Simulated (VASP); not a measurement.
Set up this calculation in VASP 6.6.1, as the native input.

- Task: single point
- Functional: LDA
- Potentials or basis: VASP PAW LDA potentials, release 64 (Sr_sv, H, Os)
- Cutoff: 520 eV
- k mesh: 6 × 6 × 6
- Occupations: fermi-dirac, width 0.05 eV
- Spin: no spin polarisation
- Dipole correction: no
- Further INCAR settings: ALGO = Normal; EDIFF = 1e-06; NBANDS = 27

The structure of Sr2H6Os lies in POSCAR:

```
Sr2H6Os
1.0
    0.0000000000      3.8122800000      3.8122800000
    3.8122800000      0.0000000000      3.8122800000
    3.8122800000      3.8122800000      0.0000000000
Sr H Os
2 6 1
Direct
    0.7500000000      0.7500000000      0.7500000000
    0.2500000000      0.2500000000      0.2500000000
    0.7738500000      0.7738500000      0.2261500000
    0.2261500000      0.7738500000      0.2261500000
    0.7738500000      0.2261500000      0.2261500000
    0.2261500000      0.2261500000      0.7738500000
    0.7738500000      0.2261500000      0.7738500000
    0.2261500000      0.7738500000      0.7738500000
    0.0000000000      0.0000000000      0.0000000000
```

The cell comes from a database or a generator and needn't be the stable form of this composition.

One way to write it, as run:

INCAR

```
SYSTEM = Sr2H6Os
PREC     = Accurate       ! precision mode
ENCUT    = 520            ! plane-wave cutoff, eV
EDIFF    = 1E-6           ! SCF threshold, eV
ISMEAR   = -1             ! smearing method
SIGMA    = 0.05           ! smearing width, eV
LREAL    = .FALSE.        ! projectors in reciprocal space
LASPH    = .TRUE.         ! aspherical terms in the spheres
NELM     = 100            ! most SCF steps
ALGO     = Normal         ! electronic algorithm
ISIF     = 2              ! what is computed and relaxed
LWAVE    = .FALSE.        ! write WAVECAR
LCHARG   = .FALSE.        ! write CHGCAR
GGA      = CA             ! functional
NBANDS   = 27             ! bands
```

KPOINTS

```
Automatic mesh
0
G
  6 6 6
  0 0 0
```

Potentials or basis: VASP PAW LDA potentials, release 64 (Sr_sv, H, Os).

Command:

```console
$ cat potpaw_LDA.64/Sr_sv/POTCAR potpaw_LDA.64/H/POTCAR potpaw_LDA.64/Os/POTCAR > POTCAR
$ mpirun -np 1 vasp_std > vasp.out
```

It gave:

```yaml
Pressure: -2.9 GPa
Largest_force: 0.028 eV/Å
Band_gap_on_the_k_mesh: 2.25 eV, indirect (least direct gap 2.31 eV)
```

Caveat: spin-orbit coupling is left out, which moves the levels of the heavy elements.

It took 83 s on 1 thread of Intel(R) Xeon(R) Platinum 8375C CPU @ 2.90GHz (Ice Lake), with other jobs on the host, peak memory 0.22 GiB.
